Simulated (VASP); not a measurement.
Given:

```xyz
5
Lattice="5.7891 0.0000 0.0000 0.0000 5.7891 0.0000 0.0000 0.0000 5.7891" Properties=species:S:1:pos:R:3 pbc="T T T"
Cs     0.0000     0.0000     0.0000
Pb     2.8946     2.8946     2.8946
Cl     2.8946     0.0000     2.8946
Cl     0.0000     2.8946     2.8946
Cl     2.8946     2.8946     0.0000
```

Computed with vdW-DF2, VASP's PBE PAW potentials (set 64) (plane waves; VASP). Run with 520 eV cut-off, 4×4×4 Γ-centred mesh, Gaussian smearing of 0.050 eV, potentials Cs_sv Pb_d Cl.

Unless said otherwise, spin-orbit coupling is left out, though it shifts the bands of the heavy elements here.

**Question.** What does the run give for the energy per atom (σ→0), band gap (on the k-mesh) with the smallest direct gap where there is one?

**Answer.** 
| Item | Value |
|---|---|
| band gap (on the k-mesh) | 2.38 eV |
| smallest direct gap (on the k-mesh) | 2.38 eV |
| energy per atom (σ→0) | -139.0 kJ/mol of atoms |

Total energies compare only between runs with the same potentials, cut-off and functional.

The compound is CsPbCl3 in the cubic perovskite structure, the ideal cubic form; the compound distorts at low or room temperature. It was relaxed first, which changed the volume by +10 %. The start is the result of an earlier pass.
